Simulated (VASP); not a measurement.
An input for Quantum ESPRESSO's pw.x (written as the equivalent of a VASP run, and not itself run):

```
&CONTROL
  calculation = 'vc-relax'
  pseudo_dir = './pseudo'
  outdir = './out'
  tprnfor = .true.
  tstress = .true.
  nstep = 30
  forc_conv_thr = 0.00039
/
&SYSTEM
  ibrav = 0
  nat = 2
  ntyp = 1
  ecutwfc = 84
  occupations = 'smearing'
  smearing = 'methfessel-paxton'
  degauss = 0.00735
  input_dft = 'vdw-df-ob86'
/
&ELECTRONS
  conv_thr = 7.3e-09
  electron_maxstep = 100
/
&IONS
/
&CELL
  cell_dofree = 'shape'
/
ATOMIC_SPECIES
  Zn 65.380 Zn.upf
CELL_PARAMETERS angstrom
     1.3515554   -2.3409630    0.0000000
     1.3515554    2.3409630    0.0000000
     0.0000000    0.0000000    4.9163026
ATOMIC_POSITIONS crystal
  Zn   0.3333330  0.6666670  0.2500000
  Zn   0.6666670  0.3333330  0.7500000
K_POINTS automatic
  16 16 8 0 0 0
```

Question: Translate this input to VASP (INCAR, KPOINTS, POSCAR, choice of POTCAR).

Answer: Several could match; the one computed here: 
**INCAR**
```
SYSTEM=Zn
PREC=Accurate; ENCUT=520; LREAL=.False.
LASPH=.True.
EDIFF=1E-7; NELM=100; ALGO=Normal
LMAXMIX=4
ISMEAR=1; SIGMA=0.1
GGA=MK; LUSE_VDW=.True.; AGGAC=0.0
PARAM1=0.1234; PARAM2=1.0
IBRION=2; NSW=30; ISIF=4
EDIFFG=-0.01
LWAVE=.False.; LCHARG=.False.
```

File KPOINTS:
```
Automatic mesh
0
Gamma
16 16 8
0 0 0
```

POSCAR:
```
Zn
1
    1.3515553809    -2.3409630187     0.0000000000
    1.3515553809     2.3409630187     0.0000000000
    0.0000000000     0.0000000000     4.9163026041
Zn
2
Direct
  0.3333330000   0.6666670000   0.2500000000
  0.6666670000   0.3333330000   0.7500000000
```

POTCAR, in this order: Zn (PBE.64 set). Program: vasp_std.

What does not carry over: the potentials are each code's own (VASP's PAW set, PseudoDojo norm-conserving files in pw.x), so ENCUT and ecutwfc are chosen apart and not converted; conv_thr bounds pw.x's estimated SCF error, while EDIFF bounds the energy change between steps; forc_conv_thr acts on force components and is met together with etot_conv_thr.

The compound is Zn in the hcp structure. This cell is one point of a volume scan, at 1.06 of the reference volume. Symmetry was kept, so distortions that lower it aren't found.
